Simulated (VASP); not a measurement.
Energy against volume of Co (hcp). Computed with PBEsol GGA, VASP's PBE PAW potentials (set 64) (plane waves; VASP). Run with 520 eV cut-off, 17×17×9 Γ-centred mesh, first-order Methfessel-Paxton smearing of 0.10 eV, potentials Co.

Shape and ions are relaxed at each volume.

| V (Å³/atom) | E (eV/atom) |
|---|---|
| 9.716 | -7.70434 |
| 10.027 | -7.72868 |
| 10.337 | -7.73635 |
| 10.647 | -7.72975 |

Q: Fit these four points and predict the energy of the run at 10.957 Å³/atom.

A: A cubic in V^(−2/3), the third-order Birch-Murnaghan form, passes through the four points with V0 = 10.34 Å³/atom and B0 = 245 GPa, and gives -7.7108 eV/atom there. The run gave -7.7113 eV/atom, -0.5 meV/atom from the fit; all five points give B0 = 243 GPa.

The compound is Co in the hcp structure. It was relaxed first, which changed the volume by -7 %.
